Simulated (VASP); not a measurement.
Given:

```xyz
8
Lattice="4.6869 0.0000 0.0000 0.0000 4.6869 0.0000 0.0000 0.0000 4.6869" Properties=species:S:1:pos:R:3 pbc="T T T"
Si     0.7575     1.5859     3.1010
Si     3.1010     0.7575     1.5859
Si     3.9294     3.9294     3.9294
Si     1.5859     3.1010     0.7575
Ru     4.0711     2.9593     1.7277
Ru     1.7277     4.0711     2.9593
Ru     0.6158     0.6158     0.6158
Ru     2.9593     1.7277     4.0711
```

Computed with PBEsol GGA, VASP's PBE PAW potentials (set 64) (plane waves; VASP 6.6.1). Numerical set-up: 400 eV cut-off, 11×11×11 Γ-centred mesh, Gaussian smearing of 0.010 eV, potentials Si Ru_pv.

Question: Predict the energy per atom (σ→0).

Answer: 
```json
{
 "energy per atom (σ→0)": "-8.661 eV/atom"
}
```

Only differences to runs with the same potentials and settings are physical.

The compound is RuSi in the B20 structure. It was relaxed first.
